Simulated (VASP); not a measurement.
Here is the system:

```yaml
crystal:
  lattice:
    - [3.44300, 0.00000, 0.00000]
    - [0.00000, 3.44300, 0.00000]
    - [0.00000, 0.00000, 3.44300]
  atoms:
    - { symbol: Fe, position: [0.00000, 0.00000, 0.00000], spin: 2.8 }
    - { symbol: Ni, position: [0.00000, 0.50000, 0.50000], spin: 0.6 }
    - { symbol: Ni, position: [0.50000, 0.00000, 0.50000], spin: 0.6 }
    - { symbol: Ni, position: [0.50000, 0.50000, 0.00000], spin: 0.6 }
```

Calculation: rev-vdW-DF2, VASP's PBE PAW potentials (set 64) (plane waves; VASP). Numerical set-up: 520 eV cut-off, 9×9×9 Γ-centred mesh, first-order Methfessel-Paxton smearing of 0.10 eV, potentials Fe Ni.

Give the stress tensor in GPa (positive for a compressed cell).

```
14.63   0.00   0.00
 0.00  14.63   0.00
 0.00   0.00  14.63
```
The pressure is its mean diagonal, 14.63 GPa.

The compound is Ni3Fe in the L1_2 structure. This cell is one point of a volume scan, at 0.94 of the reference volume.
